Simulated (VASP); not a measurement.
Computed with PW91 GGA, VASP's PBE PAW potentials (set 64) (plane waves; VASP).

Input for VASP

**INCAR**
```
! general
SYSTEM   =  Pd
PREC     =  Accurate
ENCUT    =  520
LREAL    =  .FALSE.
LASPH    =  .TRUE.   ! aspherical one-centre terms

! electronic loop
EDIFF    =  1E-7   ! SCF stop (eV)
NELM     =  100   ! most electronic steps
ALGO     =  Normal   ! blocked Davidson
LMAXMIX  =  4   ! l cut-off of mixed one-centre charges

! smearing
ISMEAR   =  -5   ! tetrahedra, Bloechl

! functional
GGA      =  91   ! PW91

! ions
ISIF     =  2

! output
LWAVE    =  .FALSE.
LCHARG   =  .TRUE.
LORBIT   =  11   ! lm-projected
NEDOS    =  601
```

### KPOINTS
```
Automatic mesh
0
Gamma
18 18 18
0 0 0
```

### POSCAR
```
Pd
1
    0.0000000000     1.9735247150     1.9735247150
    1.9735247150     0.0000000000     1.9735247150
    1.9735247150     1.9735247150     0.0000000000
Pd
1
Direct
  0.0000000000   0.0000000000   0.0000000000
```

POTCAR, in this order: Pd (PBE.64 set). Program: vasp_std.

Output of the run:

OUTCAR:
```
 ion  position               nearest neighbor table
   1  0.000  0.000  0.000-
  LATTYP: Found a face centered cubic cell.
 ALAT       =     3.9470494300
 Subroutine PRICEL returns:
 Original cell was already a primitive cell.
 Subroutine GETGRP returns: Found 48 space group operations
The static configuration has the point symmetry O_h .
The dynamic configuration has the point symmetry O_h .
 Subroutine INISYM returns: Found 48 space group operations
 Subroutine IBZKPT returns following result:
 Found    195 irreducible k-points:

 Following reciprocal coordinates:
            Coordinates               Weight
  0.000000  0.000000  0.000000      1.000000
  0.055556  0.000000  0.000000      8.000000
  0.111111  0.000000  0.000000      8.000000
  0.166667  0.000000  0.000000      8.000000
  0.222222  0.000000  0.000000      8.000000
  0.277778  0.000000  0.000000      8.000000
  0.333333  0.000000  0.000000      8.000000
  0.388889  0.000000  0.000000      8.000000
  0.444444  0.000000  0.000000      8.000000
  0.500000  0.000000  0.000000      4.000000
  0.055556  0.055556  0.000000      6.000000
  0.111111  0.055556  0.000000     24.000000
  0.166667  0.055556  0.000000     24.000000
  0.222222  0.055556  0.000000     24.000000
  0.277778  0.055556  0.000000     24.000000
  0.333333  0.055556  0.000000     24.000000
  0.388889  0.055556  0.000000     24.000000
  0.444444  0.055556  0.000000     24.000000
  0.500000  0.055556  0.000000     24.000000
 -0.444444  0.055556  0.000000     24.000000
 -0.388889  0.055556  0.000000     24.000000
 -0.333333  0.055556  0.000000     24.000000
 -0.277778  0.055556  0.000000     24.000000
 -0.222222  0.055556  0.000000     24.000000
 -0.166667  0.055556  0.000000     24.000000
 -0.111111  0.055556  0.000000     24.000000
 -0.055556  0.055556  0.000000     12.000000
  0.111111  0.111111  0.000000      6.000000
  0.166667  0.111111  0.000000     24.000000
  0.222222  0.111111  0.000000     24.000000
  0.277778  0.111111  0.000000     24.000000
  0.333333  0.111111  0.000000     24.000000
  0.388889  0.111111  0.000000     24.000000
  0.444444  0.111111  0.000000     24.000000
  0.500000  0.111111  0.000000     24.000000
 -0.444444  0.111111  0.000000     24.000000
 -0.388889  0.111111  0.000000     24.000000
 -0.333333  0.111111  0.000000     24.000000
 -0.277778  0.111111  0.000000     24.000000
 -0.222222  0.111111  0.000000     24.000000
   k-points           NKPTS =    195   k-points in BZ     NKDIM =    195   number of bands    NBANDS=      9
   number of dos      NEDOS =    601   number of ions     NIONS =      1
   total plane-waves  NPLWV =  13824
   dimension x,y,z NGX =    24 NGY =   24 NGZ =   24
   dimension x,y,z NGXF=    48 NGYF=   48 NGZF=   48
   ions per type =               1
   PREC   = accura    normal or accurate (medium, high low for compatibility)
   ISTART =      0    job   : 0-new  1-cont  2-samecut
   ICHARG =      2    charge: 1-file 2-atom 10-const
   ISPIN  =      1    spin polarized calculation?
   LNONCOLLINEAR =      F non collinear calculations
   LSORBIT =      F    spin-orbit coupling
   INIWAV =      1    electr: 0-lowe 1-rand  2-diag
   ENCUT  =  520.0 eV  38.22 Ry    6.18 a.u.   5.19  5.19  5.19*2*pi/ulx,y,z
   NELM   =    100;   NELMIN=  2; NELMDL= -5     # of ELM steps
   EDIFF  = 0.1E-06   stopping-criterion for ELM
   LREAL  =      F    real-space projection
   NLSPLINE    = F    spline interpolate recip. space projectors
   LMAXMIX     =    4 max onsite mixed and CHGCAR
   VOSKOWN=      0    Vosko Wilk Nusair interpolation
...
```

File OSZICAR:
```
       N       E                     dE             d eps       ncg     rms          rms(c)
DAV:   1     0.387493364345E+02    0.38749E+02   -0.52847E+03  3550   0.104E+03
DAV:   2    -0.513312756118E+01   -0.43882E+02   -0.43002E+02  3766   0.191E+02
DAV:   3    -0.553316134281E+01   -0.40003E+00   -0.39772E+00  4146   0.213E+01
DAV:   4    -0.553521622396E+01   -0.20549E-02   -0.20533E-02  4097   0.142E+00
DAV:   5    -0.553524044168E+01   -0.24218E-04   -0.24156E-04  4001   0.130E-01    0.697E+00
DAV:   6    -0.526075558384E+01    0.27448E+00   -0.13759E+00  3588   0.108E+01    0.328E+00
DAV:   7    -0.525186507097E+01    0.88905E-02   -0.53972E-03  3837   0.736E-01    0.178E+00
DAV:   8    -0.524831111189E+01    0.35540E-02   -0.10522E-03  3720   0.261E-01    0.406E-02
DAV:   9    -0.524831453020E+01   -0.34183E-05   -0.71143E-06  4845   0.297E-02    0.106E-02
DAV:  10    -0.524831607594E+01   -0.15457E-05   -0.11654E-06  3947   0.119E-02    0.162E-03
DAV:  11    -0.524831619534E+01   -0.11940E-06   -0.14761E-08  2508   0.111E-03    0.395E-04
DAV:  12    -0.524831623741E+01   -0.42068E-07   -0.31261E-09  1869   0.596E-04
   1 F= -.52483162E+01 E0= -.52483162E+01  d E =0.000000E+00
```

OUTCAR:
```
------------------------ aborting loop because EDIFF is reached ----------------------------------------
  FORCE on cell =-STRESS in cart. coord.  units (eV):
  Direction    XX          YY          ZZ          XY          YZ          ZX
  --------------------------------------------------------------------------------------
  Total       -0.0204082     -0.0204082     -0.0204082      0.0000000      0.0000000      0.0000000
  in kB       -2.1269509     -2.1269509     -2.1269509      0.0000000      0.0000000      0.0000000
  external PRESSURE =      -2.1269509 kB  Pullay stress =       0.0000000 kB
  volume of cell :       15.37
      direct lattice vectors                 reciprocal lattice vectors
     0.000000000  1.973524715  1.973524715    -0.253353807  0.253353807  0.253353807
     1.973524715  0.000000000  1.973524715     0.253353807 -0.253353807  0.253353807
     1.973524715  1.973524715  0.000000000     0.253353807  0.253353807 -0.253353807
 POSITION                                       TOTAL-FORCE (eV/Angst)
 -----------------------------------------------------------------------------------
      0.00000      0.00000      0.00000         0.000000      0.000000      0.000000
 -----------------------------------------------------------------------------------
    total drift:                               -0.000000     -0.000000      0.000000
  FREE ENERGIE OF THE ION-ELECTRON SYSTEM (eV)
  ---------------------------------------------------
  free  energy   TOTEN  =        -5.2483162374 eV

  energy  without entropy=       -5.2483162374  energy(sigma->0) =       -5.24831624

 total charge

# of ion       s       p       d       tot
------------------------------------------
    1        0.465   0.431   8.469   9.365
```
(Selected blocks of OUTCAR.)

### OUTCAR
```
 val. band max:        9.0864355064   @ k =   0.5000   0.4444   0.0000

 cond. band min:       9.0728678185   @ k =  -0.4444   0.3889   0.1111


 Fermi energy:         9.0575106291

 k-point     1 :       0.0000    0.0000    0.0000
  band No.  band energies     occupation
      1       2.2761      2.00000
      2       6.4122      2.00000
      3       6.4122      2.00000
      4       6.4122      2.00000
      5       7.9218      2.00000
      6       7.9218      2.00000
      7      26.2794      0.00000
      8      30.7869      0.00000
      9      30.7869      0.00000

 k-point     2 :       0.0556    0.0000    0.0000
  band No.  band energies     occupation
      1       2.3846      2.00000
      2       6.3751      2.00000
      3       6.4493      2.00000
      4       6.4493      2.00000
      5       7.9043      2.00000
      6       7.9043      2.00000
      7      26.3862      0.00000
      8      30.0354      0.00000
      9      30.9034      0.00000

 k-point     3 :       0.1111    0.0000    0.0000
  band No.  band energies     occupation
      1       2.6984      2.00000
      2       6.2829      2.00000
      3       6.5459      2.00000
      4       6.5459      2.00000
      5       7.8680      2.00000
      6       7.8680      2.00000
      7      26.5990      0.00000
      8      28.5252      0.00000
      9      31.2312      0.00000

 k-point     4 :       0.1667    0.0000    0.0000
  band No.  band energies     occupation
      1       3.1733      2.00000
      2       6.1981      2.00000
      3       6.6542      2.00000
      4       6.6542      2.00000
      5       7.8641      2.00000
      6       7.8641      2.00000
      7      26.0787      0.00000
      8      27.5043      0.00000
      9      31.6952      0.00000

 k-point     5 :       0.2222    0.0000    0.0000
  band No.  band energies     occupation
      1       3.6971      2.00000
      2       6.2529      2.00000
      3       6.7012      2.00000
...
```

For a metal the tetrahedron method with Blöchl corrections gives inexact stress and forces.

The compound is Pd in the fcc structure. It was relaxed first.
